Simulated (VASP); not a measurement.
A cell of AuZn (CsCl type) near equilibrium:

```yaml
crystal:
  lattice:
    - [3.12704, 0.00000, 0.00000]
    - [0.00000, 3.12704, 0.00000]
    - [0.00000, 0.00000, 3.12704]
  atoms:
    - { symbol: Zn, position: [0.50000, 0.50000, 0.50000] }
    - { symbol: Au, position: [0.00000, 0.00000, 0.00000] }
```

Calculation: PBEsol GGA, VASP's PBE PAW potentials (set 64) (plane waves; VASP 6.6.1).

```tsv
run	ΔE (meV/atom)	σxx	σyy	σzz	largest shear component, with its sign (GPa)	largest force (eV/Å)
as it is	0.0	0.33	0.33	0.33	0.00	0.000
after one change	5.4	0.75	0.75	0.47	0.00	0.287
```
Stress is in GPa, positive when the cell is compressed.

Problem. Name the change that produced these shifts.
A. uniaxial strain of -0.5 % along z
B. isotropic strain of -1.5 %
C. biaxial strain of +3.0 % in the xz plane
D. atom 2 (Au) moved by -0.075 Å along z

Solution. D, atom 2 (Au) moved by -0.075 Å along z

The compound is AuZn in the CsCl type structure. The electron count is odd and the run is not spin-polarised, which forces a metal.
